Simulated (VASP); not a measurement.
**TiO2 in VASP: how settings move the PBE single point**

The PBE single point of TiO2 (rutile), under -2.0 % biaxial strain in x and y, free along z is repeated with altered inputs. Which of them can be trusted?

Code: VASP 6.6.1. PAW datasets, plane waves. Spin-unpolarised (in the reference); all numbers are computed.

## (1) The cell

The cell comes from an earlier relaxation with r2SCAN in another program, then strained, with the atoms relaxed again. Some of the altered inputs switch spin polarisation on.

Space group P4_2/mnm (No. 136), tetragonal; conventional cell a = 4.505 Å, c = 2.995 Å, 10.13 Å³ an atom. Ti has 6 O at 1.94–1.95 Å; O has 3 Ti at 1.94–1.95 Å.

As a file:

```cif
data_structure
_symmetry_space_group_name_H-M 'P 1'
_symmetry_Int_Tables_number 1
_cell_length_a 4.5049
_cell_length_b 4.5049
_cell_length_c 2.9953
_cell_angle_alpha 90.000
_cell_angle_beta 90.000
_cell_angle_gamma 90.000
_cell_volume 60.79
loop_
_atom_site_label
_atom_site_type_symbol
_atom_site_fract_x
_atom_site_fract_y
_atom_site_fract_z
_atom_site_occupancy
Ti1 Ti 0.00000 0.00000 0.00000 1
Ti2 Ti 0.50000 0.50000 0.50000 1
O1 O 0.30407 0.30407 0.00000 1
O2 O 0.19593 0.80407 0.50000 1
O3 O 0.80407 0.19593 0.50000 1
O4 O 0.69593 0.69593 0.00000 1
```

## (2) The reference run

The input, INCAR:

```
ENCUT = 520.000000
SIGMA = 0.020000
EDIFF = 1.00e-07
GGA = PE
PREC = Accurate
IBRION = -1
ISIF = 2
ISMEAR = -1
NBANDS = 33
NELM = 120
NSW = 0
LASPH = .TRUE.
LCHARG = .FALSE.
LWAVE = .FALSE.
LREAL = .FALSE.
```

The input, KPOINTS:

```
KPOINTS created by Atomic Simulation Environment
0
Gamma
6 6 8
0 0 0
```

The input, POSCAR:

```
Ti O
 1.0000000000000000
     4.5049164241000001    0.0000000000000000    0.0000000000000000
     0.0000000000000000    4.5049164241000001    0.0000000000000000
     0.0000000000000000    0.0000000000000000    2.9953085879999999
 Ti  O
   2   4
Cartesian
  0.0000000000000000 -0.0000000000000000  0.0000000000000000
  2.2524582120500001  2.2524582120500001  1.4976542939999999
  1.3698178684741422  1.3698178684741422  0.0000000000000000
  0.8826403435758579  3.6222760805241427  1.4976542939999999
  3.6222760805241427  0.8826403435758579  1.4976542939999999
  3.1350985556258584  3.1350985556258584  0.0000000000000000
```

A file KPOINTS_OPT adds named points for the levels; it doesn't enter the self-consistent loop.

Potentials: the recommended PBE PAW datasets, 48 valence electrons.

Run with:

```sh
$ mpirun -np 1 vasp_std
```

## (3) Variant 1

The input, INCAR:

```
ENCUT = 520.000000
SIGMA = 0.020000
EDIFF = 1.00e-07
PREC = Accurate
IBRION = -1
ISIF = 2
ISMEAR = -1
NBANDS = 33
NSW = 0
LASPH = .TRUE.
LCHARG = .FALSE.
LWAVE = .FALSE.
LREAL = .FALSE.
NELECT = 48.5
ISPIN = 2
MAGMOM = 2 2 2 -2 2 2
METAGGA = MBJ
NELM = 85
```

KPOINTS is that of step 2.

POSCAR is that of step 2.

## (4) Variant 2

Changes to INCAR since step 2:

```diff
@@ -8,4 +8,2 @@
 ISMEAR = -1
-NBANDS = 33
-NELM = 120
 NSW = 0
@@ -15 +13,9 @@
 LREAL = .FALSE.
+LDAU = .TRUE.
+LDAUTYPE = 2
+LDAUL = 2 -1
+LDAUU = 8.0 0
+LDAUJ = 0 0
+LMAXMIX = 4
+NBANDS = 36
+NELM = 51
```

KPOINTS is that of step 2.

POSCAR is that of step 2.

## (5) Variant 3

Changes to INCAR since step 2:

```diff
@@ -9,3 +9,2 @@
 NBANDS = 33
-NELM = 120
 NSW = 0
@@ -15 +14,3 @@
 LREAL = .FALSE.
+NELM = 68
+NELECT = 44
```

KPOINTS is that of step 2.

POSCAR is that of step 2.

**Question.** What will these runs give? Wanted: for each run, changed; ending; energy change; pressure; electronic steps; usable.

**Answer**, as computed:

| run | changed | ending | energy change (meV/atom) | pressure (GPa) | gap on the mesh (eV; negative: overlap) | electronic steps | time | usable |
| --- | --- | --- | --- | --- | --- | --- | --- | --- |
| ref. | – | converged | 0 | 11.4 | 1.86 | 17 | 79 s | yes |
| 1 | NELECT = 48.5, ISPIN = 2, MAGMOM = 2 2 2 -2 2 2, METAGGA = MBJ, NELM = 85 | timeout | – | – | – | 77 | 15 min | no |
| 2 | LDAU = .TRUE., LDAUTYPE = 2, LDAUL = 2 -1, LDAUU = 8.0 0, LDAUJ = 0 0, LMAXMIX = 4, NBANDS = 36, NELM = 51 | converged | – | 27.7 | 3.03 | 18 | 86 s | yes |
| 3 | NELECT = 44 | converged | – | -92.2 | -0.95 | 17 | 83 s | no |

Of 3 altered inputs, 1 gave no result, 1 ended normally on a faulty or unsound input, 1 gave usable results.
